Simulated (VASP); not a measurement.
Li (relaxed from the simple-cubic structure, space group Pm-3m): computed properties

These are PBEsol GGA, VASP's PBE PAW potentials (set 64) (plane waves; VASP) values and carry that method's errors.

```yaml
space_group: Pm-3m (221)
cell: a = b = c = 2.725 Å, α = β = γ = 90.00°
volume_per_atom: 20.23 Å³/atom
band gap (over mesh and band path): none (metal, semimetal or under 0.01 eV)
density: 0.57 g/cm³
```

```cif
data_Li
_chemical_formula_sum 'Li1'
_space_group_name_H-M_alt 'Pm-3m'
_space_group_IT_number 221
_space_group_name_Hall '-P 4 2 3'
_cell_length_a 2.72491
_cell_length_b 2.72491
_cell_length_c 2.72491
_cell_angle_alpha 90.000
_cell_angle_beta 90.000
_cell_angle_gamma 90.000
loop_
_atom_site_label
_atom_site_type_symbol
_atom_site_symmetry_multiplicity
_atom_site_Wyckoff_symbol
_atom_site_fract_x
_atom_site_fract_y
_atom_site_fract_z
_atom_site_occupancy
Li1 Li 1 a 0.00000 0.00000 0.00000 1
```

The structure was generated: Li was put into the simple-cubic type (Pm-3m), which need not be its known phase. It was relaxed first, which changed the volume by -15 %. Symmetry was kept, so distortions that lower it aren't found.
